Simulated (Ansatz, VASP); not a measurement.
## WAuS4 in VASP and in Ansatz

```xyz
6
Lattice="4.3827 0.0000 0.0000 -2.1913 3.7955 0.0000 0.0000 0.0000 5.9440" Properties=species:S:1:pos:R:3 pbc="T T T"
W     0.0000    0.0000    2.9720
S     0.0000    2.5304    4.1420
S     0.0000    2.5304    1.8020
S     2.1913    1.2652    4.1420
S     2.1913    1.2652    1.8020
Au    0.0000    0.0000    0.0000
```

The cell was built by a generator and needn't be a form met in nature.

Alike in both runs: task single point; functional PBE; k mesh 12 × 12 × 6; occupations gaussian, width 0.1 eV; no spin polarisation.

```csv
,VASP,Ansatz
version,VASP 6.6.1,Ansatz 0.2.0
potentials or method,"VASP PAW PBE potentials, release 64 (W_sv, S, Au)","scalar-relativistic, plane waves, PAW"
plane-wave cutoff (eV),520,420
valence electrons in the cell,49,57
```

```tsv
	VASP	Ansatz	Ansatz less VASP
gap on the k mesh at the Fermi level (eV)	none	none	-
pressure (GPa)	-0.1	0.0	+0.17
largest component of the traceless stress (GPa)	0.15	0.00	-0.146
rms of the force components (eV/Å)	0.016	0.000	-0.0162
```

Atom by atom the forces differ by 0.016 eV/Å (rms over components). A gap of «none» marks a metal or a gap that the smearing closes. The functional is the same, so the differences come from potentials, cutoffs and numerics. The two sets of potentials don't hold the same shells in valence.

The runs have no spin-orbit coupling, so splittings on Au, W are missing.
